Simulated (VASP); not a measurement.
These are PBEsol GGA, VASP's PBE PAW potentials (set 64) (plane waves; VASP) values and carry that method's errors. Each cell was relaxed at this level, without spin-orbit coupling.

Problem. Which of these comes out without a gap?
A) PbO, P4/nmm (129)
B) Zr, P6_3/mmc (194)
C) BaHfO3, Pm-3m (221)
D) CaS, Fm-3m (225)

Solution. B, Zr, P6_3/mmc (194). The others have gaps of 1.19 eV (PbO, P4/nmm (129)), 3.50 eV (BaHfO3, Pm-3m (221)), 2.16 eV (CaS, Fm-3m (225)).
